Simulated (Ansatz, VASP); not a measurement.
This is a calculation of Mg6SiSb for Ansatz 0.2.0.

Contents of input.yaml:

```yaml
crystal:
  lattice:
    - [5.147155, 0.0, 0.0]
    - [0.0, 2.9859475, 5.7678075]
    - [0.0, -2.9859475, 5.7678075]
  atoms:
    - { symbol: Sb, position: [0.494282, 0.63701, 0.649606] }
    - { symbol: Si, position: [-0.006072, 0.884943, 0.864954] }
    - { symbol: Mg, position: [0.503683, 0.179454, 0.168239] }
    - { symbol: Mg, position: [0.494365, 0.660387, 0.155087] }
    - { symbol: Mg, position: [0.48765, 0.144984, 0.658927] }
    - { symbol: Mg, position: [-0.001929, 0.33075, 0.334377] }
    - { symbol: Mg, position: [-0.007085, 0.836937, 0.326919] }
    - { symbol: Mg, position: [-0.009172, 0.324408, 0.844349] }
hamiltonian:
  xc: pbe
  pseudopotentials: { kind: paw }
kpoints:
  mp_grid: { grid: [5, 5, 5] }
scf:
  occupations: { method: fermi_dirac, width: 0.05 }
output:
  forces: true
  stress: true
  eigenvalues: true
```

Potentials or basis: Ansatz PAW.

Run with:

```bash
$ ansatz run input.yaml --threads 4 --pin off --max-ram 10240MiB --backend cpu --events-out ev --progress --plain --runs-dir out
```

Q: Set up the same calculation for VASP 6.6.1. Potentials there: VASP PAW PBE potentials, release 64 (Sb, Si, Mg).

A: As run (the cutoff follows the program's own potentials):

INCAR

```
PREC = Accurate
ENCUT = 520
EDIFF = 1E-7
ISMEAR = -1
SIGMA = 0.05
LREAL = False
LASPH = True
NELM = 60
ALGO = Normal
ISIF = 2
LWAVE = False
LCHARG = False
GGA = PE
NBANDS = 20
```

Contents of KPOINTS:

```
Automatic mesh
0
Gamma
  5 5 5
```

POSCAR

```
Mg6SiSb
1.0
    5.1471550000      0.0000000000      0.0000000000
    0.0000000000      2.9859475000      5.7678075000
    0.0000000000     -2.9859475000      5.7678075000
Sb Si Mg
1 1 6
Direct
    0.4942820000      0.6370100000      0.6496060000
   -0.0060720000      0.8849430000      0.8649540000
    0.5036830000      0.1794540000      0.1682390000
    0.4943650000      0.6603870000      0.1550870000
    0.4876500000      0.1449840000      0.6589270000
   -0.0019290000      0.3307500000      0.3343770000
   -0.0070850000      0.8369370000      0.3269190000
   -0.0091720000      0.3244080000      0.8443490000
```

Potentials or basis: VASP PAW PBE potentials, release 64 (Sb, Si, Mg).

The run is started by

```console
$ cat potpaw_PBE.64/Sb/POTCAR potpaw_PBE.64/Si/POTCAR potpaw_PBE.64/Mg/POTCAR > POTCAR
$ mpirun -np 1 vasp_std > vasp.out
```

Both were run:

|  | VASP | Ansatz | Ansatz less VASP |
| --- | --- | --- | --- |
| gap on the k mesh at the Fermi level (eV) | none | none | - |
| pressure (GPa) | 0.2 | 0.3 | +0.09 |
| largest component of the traceless stress (GPa) | 0.56 | 0.56 | +0.002 |
| rms of the force components (eV/Å) | 0.122 | 0.122 | +0.0006 |

Atom by atom the forces differ by 0.003 eV/Å (rms over components). A gap of «none» marks a metal or a gap that the smearing closes. The two sets of potentials don't hold the same shells in valence.

Spin-orbit coupling is left out, which matters for the levels of Sb.
